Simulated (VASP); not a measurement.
Output of a VASP run:

**OSZICAR**
```
       N       E                     dE             d eps       ncg     rms          rms(c)
DAV:   1     0.998803691289E+02    0.99880E+02   -0.72881E+03  1736   0.105E+03
DAV:   2    -0.999223929532E+01   -0.10987E+03   -0.10564E+03  2116   0.349E+02
DAV:   3    -0.159771613378E+02   -0.59849E+01   -0.58506E+01  2892   0.642E+01
DAV:   4    -0.162503870574E+02   -0.27323E+00   -0.27199E+00  2364   0.139E+01
DAV:   5    -0.162640244873E+02   -0.13637E-01   -0.13640E-01  2996   0.277E+00    0.823E+00
DAV:   6    -0.147244739324E+02    0.15396E+01   -0.79648E+00  2812   0.214E+01    0.314E+00
DAV:   7    -0.147212541548E+02    0.32198E-02   -0.25570E-01  2380   0.492E+00    0.177E+00
DAV:   8    -0.147214581234E+02   -0.20397E-03   -0.38922E-02  2844   0.187E+00    0.328E-01
DAV:   9    -0.147215214370E+02   -0.63314E-04   -0.31774E-03  2956   0.524E-01    0.123E-01
DAV:  10    -0.147214407701E+02    0.80667E-04   -0.27506E-04  2336   0.147E-01    0.456E-02
DAV:  11    -0.147214415436E+02   -0.77346E-06   -0.20353E-05  2800   0.556E-02    0.180E-02
DAV:  12    -0.147214408770E+02    0.66664E-06   -0.62289E-07  2356   0.643E-03    0.128E-02
DAV:  13    -0.147214389982E+02    0.18788E-05   -0.23283E-06  2816   0.128E-02    0.177E-03
DAV:  14    -0.147214390053E+02   -0.71557E-08   -0.10297E-07  1612   0.306E-03
   1 F= -.14721439E+02 E0= -.14721439E+02  d E =0.000000E+00
```

File OUTCAR:
```
------------------------ aborting loop because EDIFF is reached ----------------------------------------
  FORCE on cell =-STRESS in cart. coord.  units (eV):
  Direction    XX          YY          ZZ          XY          YZ          ZX
  --------------------------------------------------------------------------------------
  Total       -0.0054764     -0.0054764     -0.0054764     -0.0000000     -0.0000000      0.0000000
  in kB       -0.1894599     -0.1894599     -0.1894599     -0.0000000     -0.0000000      0.0000000
  external PRESSURE =      -0.1894599 kB  Pullay stress =       0.0000000 kB
  volume of cell :       46.31
      direct lattice vectors                 reciprocal lattice vectors
     0.000000000  2.850264735  2.850264735    -0.175422302  0.175422302  0.175422302
     2.850264735  0.000000000  2.850264735     0.175422302 -0.175422302  0.175422302
     2.850264735  2.850264735  0.000000000     0.175422302  0.175422302 -0.175422302
 POSITION                                       TOTAL-FORCE (eV/Angst)
 -----------------------------------------------------------------------------------
      0.00000      0.00000      0.00000         0.000000      0.000000      0.000000
      1.42513      1.42513      1.42513        -0.000000     -0.000000     -0.000000
 -----------------------------------------------------------------------------------
    total drift:                                0.000001      0.000001      0.000001
  FREE ENERGIE OF THE ION-ELECTRON SYSTEM (eV)
  ---------------------------------------------------
  free  energy   TOTEN  =       -14.7214390053 eV

  energy  without entropy=      -14.7214390053  energy(sigma->0) =      -14.72143901

 total charge

# of ion       s       p       d       tot
------------------------------------------
    1        2.180   5.977   2.498  10.654
    2        0.817   0.992   0.000   1.809
--------------------------------------------------
tot          2.997   6.968   2.498  12.463
```
(Selected blocks of OUTCAR.)

**POSCAR**
```
NbSi
1
    0.0000000000     2.8502647347     2.8502647347
    2.8502647347    -0.0000000000     2.8502647347
    2.8502647347     2.8502647347     0.0000000000
Nb Si
1 1
Direct
  0.0000000000   0.0000000000   1.0000000000
  0.2500000000   0.2500000000   0.2500000000
```

### Question
Reconstruct the remaining input files.

### Answer
Several could match; the one computed here: the input of the run itself, PBEsol GGA, plane waves, VASP's PBE PAW potentials (set 64).

File KPOINTS:
```
Automatic mesh
0
Gamma
12 12 12
0 0 0
```

**INCAR**
```
SYSTEM = NbSi
PREC = Accurate
ENCUT = 400
EDIFF = 1E-7
NELM = 100
ALGO = Normal
LREAL = .FALSE.
LASPH = .TRUE.
ISMEAR = -5
GGA = PS
LMAXMIX = 4
LWAVE = .FALSE.
LCHARG = .TRUE.
LORBIT = 11
NEDOS = 601
ISIF = 2
```

POTCAR, in this order: Nb_sv Si (PBE.64 set). Program: vasp_std.

For a metal the tetrahedron method with Blöchl corrections gives inexact stress and forces.

The structure was generated: NbSi was put into the zinc blende type (F-43m), which need not be its known phase. It was relaxed first, which changed the volume by -28 %. The electron count is odd and the run is not spin-polarised, which forces a metal.
